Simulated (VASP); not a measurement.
Consider the following.

```xyz
1
Lattice="-1.6353 1.6353 1.6353 1.6353 -1.6353 1.6353 1.6353 1.6353 -1.6353" Properties=species:S:1:pos:R:3 pbc="T T T"
Nb     0.0000     0.0000     0.0000
```

Level of theory: optB88-vdW, VASP's PBE PAW potentials (set 64) (plane waves; VASP). Numerical set-up: 520 eV cut-off, 15×15×15 Γ-centred mesh, first-order Methfessel-Paxton smearing of 0.10 eV, potentials Nb_sv.

### Question
Estimate the energy per atom (σ→0), pressure, band gap (on the k-mesh) with the smallest direct gap where there is one.

### Answer

- band gap (on the k-mesh) = none (metal, semimetal or under 0.01 eV)
- energy per atom (σ→0) = -696.6 kJ/mol of atoms
- pressure = 6.02 GPa

Total energies compare only between runs with the same potentials, cut-off and functional.

The compound is Nb in the bcc structure. This cell is one point of a volume scan, at 0.97 of the reference volume.
